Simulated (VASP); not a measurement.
Output of a VASP run:

OUTCAR:
```
 ion  position               nearest neighbor table
   1  0.000  0.000  0.000-
  LATTYP: Found a face centered cubic cell.
 ALAT       =     5.2149666026
 Subroutine PRICEL returns:
 Original cell was already a primitive cell.
 Subroutine GETGRP returns: Found 48 space group operations
The static configuration has the point symmetry O_h .
The dynamic configuration has the point symmetry O_h .
 Subroutine INISYM returns: Found 48 space group operations
 Subroutine IBZKPT returns following result:
 Found     72 irreducible k-points:

 Following reciprocal coordinates:
            Coordinates               Weight
  0.000000  0.000000  0.000000      1.000000
  0.083333  0.000000  0.000000      8.000000
  0.166667  0.000000  0.000000      8.000000
  0.250000  0.000000  0.000000      8.000000
  0.333333  0.000000  0.000000      8.000000
  0.416667  0.000000  0.000000      8.000000
  0.500000  0.000000  0.000000      4.000000
  0.083333  0.083333  0.000000      6.000000
  0.166667  0.083333  0.000000     24.000000
  0.250000  0.083333  0.000000     24.000000
  0.333333  0.083333  0.000000     24.000000
  0.416667  0.083333  0.000000     24.000000
  0.500000  0.083333  0.000000     24.000000
 -0.416667  0.083333  0.000000     24.000000
 -0.333333  0.083333  0.000000     24.000000
 -0.250000  0.083333  0.000000     24.000000
 -0.166667  0.083333  0.000000     24.000000
 -0.083333  0.083333  0.000000     12.000000
  0.166667  0.166667  0.000000      6.000000
  0.250000  0.166667  0.000000     24.000000
  0.333333  0.166667  0.000000     24.000000
  0.416667  0.166667  0.000000     24.000000
  0.500000  0.166667  0.000000     24.000000
 -0.416667  0.166667  0.000000     24.000000
 -0.333333  0.166667  0.000000     24.000000
 -0.250000  0.166667  0.000000     24.000000
 -0.166667  0.166667  0.000000     12.000000
  0.250000  0.250000  0.000000      6.000000
  0.333333  0.250000  0.000000     24.000000
  0.416667  0.250000  0.000000     24.000000
  0.500000  0.250000  0.000000     24.000000
 -0.416667  0.250000  0.000000     24.000000
 -0.333333  0.250000  0.000000     24.000000
 -0.250000  0.250000  0.000000     12.000000
  0.333333  0.333333  0.000000      6.000000
  0.416667  0.333333  0.000000     24.000000
  0.500000  0.333333  0.000000     24.000000
 -0.416667  0.333333  0.000000     24.000000
 -0.333333  0.333333  0.000000     12.000000
  0.416667  0.416667  0.000000      6.000000
   k-points           NKPTS =     72   k-points in BZ     NKDIM =     72   number of bands    NBANDS=      9
   number of dos      NEDOS =    301   number of ions     NIONS =      1
   total plane-waves  NPLWV =  21952
   dimension x,y,z NGX =    28 NGY =   28 NGZ =   28
   dimension x,y,z NGXF=    56 NGYF=   56 NGZF=   56
   ions per type =               1
   PREC   = accura    normal or accurate (medium, high low for compatibility)
   ISTART =      0    job   : 0-new  1-cont  2-samecut
   ICHARG =      2    charge: 1-file 2-atom 10-const
   ISPIN  =      1    spin polarized calculation?
   LNONCOLLINEAR =      F non collinear calculations
   LSORBIT =      F    spin-orbit coupling
   INIWAV =      1    electr: 0-lowe 1-rand  2-diag
   ENCUT  =  500.0 eV  36.75 Ry    6.06 a.u.   6.72  6.72  6.72*2*pi/ulx,y,z
   NELM   =    100;   NELMIN=  2; NELMDL= -5     # of ELM steps
   EDIFF  = 0.1E-05   stopping-criterion for ELM
   LREAL  =      F    real-space projection
   NLSPLINE    = F    spline interpolate recip. space projectors
   LMAXMIX     =    4 max onsite mixed and CHGCAR
   VOSKOWN=      0    Vosko Wilk Nusair interpolation
   EDIFFG = -.2E-01   stopping-criterion for IOM
   NSW    =     40    number of steps for IOM
   NBLOCK =      1;   KBLOCK =     40    inner block; outer block
   IBRION =      2    ionic relax: 0-MD 1-quasi-New 2-CG
   NFREE  =      1    steps in history (QN), initial steepest desc. (CG)
...
```

OSZICAR:
```
...
DAV:   3    -0.116215343953E+01   -0.10858E+01   -0.10760E+01  1819   0.241E+01
DAV:   4    -0.119527486249E+01   -0.33121E-01   -0.33112E-01  1712   0.369E+00
DAV:   5    -0.119668531940E+01   -0.14105E-02   -0.14104E-02  1833   0.421E-01    0.147E+01
DAV:   6    -0.118409348564E+01    0.12592E-01   -0.71937E-03  2157   0.806E-01    0.864E+00
DAV:   7    -0.117725859278E+01    0.68349E-02   -0.15425E-02  2197   0.112E+00    0.145E-01
DAV:   8    -0.117739184870E+01   -0.13326E-03   -0.22082E-04  1473   0.158E-01    0.631E-02
DAV:   9    -0.117740072039E+01   -0.88717E-05   -0.25441E-05  2054   0.401E-02    0.255E-02
DAV:  10    -0.117740016918E+01    0.55121E-06   -0.18231E-06  1116   0.111E-02
   1 F= 0.32486264E+01 E0= 0.32486394E+01  d E =0.324863E+01
       N       E                     dE             d eps       ncg     rms          rms(c)
DAV:   1    -0.892142035666E+01   -0.77440E+01   -0.22132E+02  1392   0.128E+02    0.578E+01
DAV:   2    -0.123304921947E+01    0.76884E+01   -0.12119E+01  1343   0.292E+01    0.120E+01
DAV:   3     0.716302297460E-01    0.13047E+01   -0.42116E+00  1820   0.142E+01    0.151E+01
DAV:   4     0.606747281101E-01   -0.10956E-01   -0.12283E+00  1794   0.692E+00    0.575E+00
DAV:   5    -0.683852010736E-01   -0.12906E+00   -0.43546E-01  1901   0.369E+00    0.209E+00
DAV:   6    -0.668630343259E-01    0.15222E-02   -0.38704E-03  1472   0.668E-01    0.110E+00
DAV:   7    -0.664671416534E-01    0.39589E-03   -0.10943E-03  1521   0.471E-01    0.505E-01
DAV:   8    -0.663159363737E-01    0.15121E-03   -0.45646E-04  1959   0.159E-01    0.463E-02
DAV:   9    -0.663237270358E-01   -0.77907E-05   -0.15718E-05  1409   0.541E-02    0.732E-03
DAV:  10    -0.663237202168E-01    0.68189E-08   -0.19159E-06  1574   0.714E-03
   2 F= 0.30961427E+01 E0= 0.30965873E+01  d E =-.152484E+00
       N       E                     dE             d eps       ncg     rms          rms(c)
DAV:   1    -0.169984857453E+01   -0.16335E+01   -0.27429E+01  1784   0.430E+01    0.150E+01
DAV:   2    -0.738667204666E+00    0.96118E+00   -0.24821E+00  1707   0.131E+01    0.327E+00
DAV:   3    -0.499571972534E+00    0.23910E+00   -0.87969E-01  1901   0.607E+00    0.391E+00
DAV:   4    -0.539827951132E+00   -0.40256E-01   -0.65576E-02  2067   0.172E+00    0.226E+00
DAV:   5    -0.566564269640E+00   -0.26736E-01   -0.11174E-01  1921   0.228E+00    0.658E-01
DAV:   6    -0.566563484925E+00    0.78471E-06   -0.95439E-04  1945   0.207E-01    0.133E-01
DAV:   7    -0.566566281746E+00   -0.27968E-05   -0.15287E-04  1437   0.155E-01    0.532E-02
DAV:   8    -0.566565878206E+00    0.40354E-06   -0.82785E-06  1721   0.297E-02
   3 F= 0.30196383E+01 E0= 0.30195502E+01  d E =-.228988E+00
       N       E                     dE             d eps       ncg     rms          rms(c)
DAV:   1    -0.552529510399E+00    0.14037E-01   -0.35436E-02  1779   0.154E+00    0.328E-01
DAV:   2    -0.551193743333E+00    0.13358E-02   -0.23845E-03  1711   0.404E-01    0.997E-02
DAV:   3    -0.550927504984E+00    0.26624E-03   -0.14764E-03  1885   0.253E-01    0.812E-02
DAV:   4    -0.550979927622E+00   -0.52423E-04   -0.30319E-05  1968   0.437E-02    0.384E-02
DAV:   5    -0.551013014873E+00   -0.33087E-04   -0.64507E-05  1864   0.518E-02    0.109E-02
DAV:   6    -0.551015769802E+00   -0.27549E-05   -0.19668E-06  1070   0.179E-02    0.213E-03
DAV:   7    -0.551015780162E+00   -0.10360E-07   -0.16246E-07   656   0.310E-03
   4 F= 0.30195779E+01 E0= 0.30194757E+01  d E =-.229048E+00
```

File OUTCAR:
```
------------------------ aborting loop because EDIFF is reached ----------------------------------------
  FORCE on cell =-STRESS in cart. coord.  units (eV):
  Direction    XX          YY          ZZ          XY          YZ          ZX
  --------------------------------------------------------------------------------------
  Total        3.5803681      3.5803681      3.5803681      0.0000000     -0.0000000      0.0000000
  in kB      200.5474923    200.5474923    200.5474923      0.0000000     -0.0000000      0.0000000
  external PRESSURE =       0.5474923 kB  Pullay stress =     200.0000000 kB
  volume of cell :       28.60
      direct lattice vectors                 reciprocal lattice vectors
    -0.000000000  2.427338490  2.427338490    -0.205986928  0.205986928  0.205986928
     2.427338490 -0.000000000  2.427338490     0.205986928 -0.205986928  0.205986928
     2.427338490  2.427338490 -0.000000000     0.205986928  0.205986928 -0.205986928
 POSITION                                       TOTAL-FORCE (eV/Angst)
 -----------------------------------------------------------------------------------
      2.42734      2.42734      4.85468        -0.000000      0.000000     -0.000000
 -----------------------------------------------------------------------------------
    total drift:                                0.000000     -0.000000      0.000000
  FREE ENERGIE OF THE ION-ELECTRON SYSTEM (eV)
  ---------------------------------------------------
  free  energy   TOTEN  =        -0.5510157802 eV

  energy  without entropy=       -0.5513223471  energy(sigma->0) =       -0.55111797
  enthalpy is  TOTEN    =         3.0195779388 eV   P V=        3.5705937190

 reached required accuracy - stopping structural energy minimisation
```
(Selected blocks of OUTCAR.)

File POSCAR:
```
Sr
1
   -0.0000000000     2.6074833013     2.6074833013
    2.6074833013    -0.0000000000     2.6074833013
    2.6074833013     2.6074833013     0.0000000000
Sr
1
Direct
  1.0000000000   1.0000000000   1.0000000000
```

Question: Write an INCAR and KPOINTS that could have produced this output.

Answer: One answer among several that fit: the input of the run itself, PBE GGA, plane waves, VASP's PBE PAW potentials (set 64).

File KPOINTS:
```
Automatic mesh
0
Gamma
12 12 12
0 0 0
```

INCAR:
```
SYSTEM=Sr
PREC=Accurate; ENCUT=500; LREAL=.FALSE.
LASPH=.TRUE.
EDIFF=1E-6; NELM=100; ALGO=Normal
LMAXMIX=4
ISMEAR=1; SIGMA=0.1
GGA=PE
IBRION=2; NSW=40; ISIF=3
EDIFFG=-0.02; PSTRESS=200
LWAVE=.FALSE.; LCHARG=.FALSE.
```

POTCAR, in this order: Sr_sv (PBE.64 set). Program: vasp_std.

Energy and stress use the plane-wave basis of the starting cell.

The compound is Sr in the fcc structure. This run relaxes it under an external pressure of 20 GPa. Symmetry was kept, so distortions that lower it aren't found.
